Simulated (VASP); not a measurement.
Crystal: KTiB4.

```
CELL_PARAMETERS angstrom
3.10000 0.00000 0.00000
-1.55000 2.68468 0.00000
0.00000 0.00000 6.87193
ATOMIC_POSITIONS crystal
K 0.00000 0.00000 0.50000
Ti 0.00000 0.00000 0.00000
B 0.33333 0.66667 0.76717
B 0.66667 0.33333 0.76717
B 0.33333 0.66667 0.23283
B 0.66667 0.33333 0.23283
```

The cell was built by a generator and needn't be a form met in nature.

```yaml
Program: VASP 6.6.1
Task: relaxation of cell and atoms
Functional: PBE
Potentials_or_basis: VASP PAW PBE potentials, release 64 (K_sv, Ti_sv, B)
Cutoff: 600 eV
k_mesh: 6 × 6 × 4
Occupations: gaussian, width 0.1 eV
Spin: no spin polarisation
```

At the start: pressure 21.3 GPa; volume 9.53 Å³/atom.

Problem. Where does the relaxation end?

Solution. Over 12 steps the energy falls by 485.7 meV/atom and the volume is 11.15 Å³/atom (+16.9 %); space group P6/mmm (No. 191, to 0.05 Å).

Step by step:
| step | energy change (eV) | largest force (eV/Å) | pressure (GPa) | volume (Å³) |
| --- | --- | --- | --- | --- |
| 1 | 0.0000 | 2.6215 | 21.29 | 57.19 |
| 2 | -1.1974 | 0.8930 | -5.82 | 67.95 |
| 3 | -2.3157 | 1.2218 | -10.93 | 70.45 |
| 4 | -2.7610 | 0.5807 | 3.13 | 64.97 |
| 5 | -2.7630 | 0.6133 | 2.28 | 65.22 |
| 6 | -2.8930 | 0.1625 | 2.43 | 65.41 |
| 7 | -2.8982 | 0.0367 | 2.54 | 65.46 |
| 8 | -2.9088 | 0.0825 | -1.25 | 67.28 |
| 9 | -2.9100 | 0.0709 | -0.44 | 66.83 |
| 10 | -2.9134 | 0.0545 | -0.13 | 66.92 |
| 11 | -2.9135 | 0.0522 | -0.09 | 66.93 |
| 12 | -2.9140 | 0.0219 | 0.12 | 66.87 |

Final structure:
```xyz
6
Lattice="3.0762 0.0000 0.0000 -1.5381 2.6641 0.0000 0.0000 0.0000 8.1601" Properties=species:S:1:pos:R:3 pbc="T T T"
K    -1.5381    2.6641    4.0801
Ti    0.0000    0.0000    0.0000
B     0.0000    1.7760    6.6079
B     1.5381    0.8880    6.6079
B     0.0000    1.7760    1.5522
B     1.5381    0.8880    1.5522
```

Caveat: the k mesh is coarse (spacing up to 0.39 Å⁻¹), so the values aren't converged; the volume moved by over 15 % at a fixed basis, so the end points are rough.
